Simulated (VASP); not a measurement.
An input for Ansatz (written as the equivalent of a VASP run, and not itself run):

Ansatz 0.2 input:
```yaml
crystal:
  lattice:
    - [-1.5863190, 1.5863190, 1.5863190]
    - [1.5863190, -1.5863190, 1.5863190]
    - [1.5863190, 1.5863190, -1.5863190]
  atoms:
    - { symbol: W, position: [0.0000000, 0.0000000, 0.0000000] }
kpoints:
  mp_grid: { grid: [16, 16, 16] }
hamiltonian:
  xc: r2scan
  pseudopotentials: { kind: paw }
scf:
  occupations: { method: methfessel_paxton, width: 0.1 }
  max_iter: 100
output: { forces: true, stress: true, eigenvalues: true }
```

Translate this input to VASP (INCAR, KPOINTS, POSCAR, choice of POTCAR).

One answer among several that fit: 
POSCAR:
```
W
1.0
 -1.5863189765   1.5863189765   1.5863189765
  1.5863189765  -1.5863189765   1.5863189765
  1.5863189765   1.5863189765  -1.5863189765
W
1
Cartesian
  0.0000000000   0.0000000000   0.0000000000
```

### KPOINTS
```
Automatic mesh
0
Gamma
16 16 16
0 0 0
```

INCAR:
```
SYSTEM = W
PREC = Accurate
ENCUT = 480
EDIFF = 1E-7
NELM = 100
ALGO = Normal
LREAL = .FALSE.
LASPH = .TRUE.
ISMEAR = 1
SIGMA = 0.1
METAGGA = R2SCAN
LMIXTAU = .TRUE.
LMAXMIX = 6
LWAVE = .FALSE.
LCHARG = .FALSE.
ISIF = 2
```

POTCAR, in this order: W_sv (PBE.64 set). Program: vasp_std.

Limits of the translation: each code has its own PAW files, so the cut-off isn't converted (ENCUT is set for VASP's; basis.ecutwfc is left out, and Ansatz then takes the one that its files recommend); Ansatz stops its SCF on the density residual and VASP on the energy change (EDIFF).

The compound is W in the bcc structure. It was relaxed first.
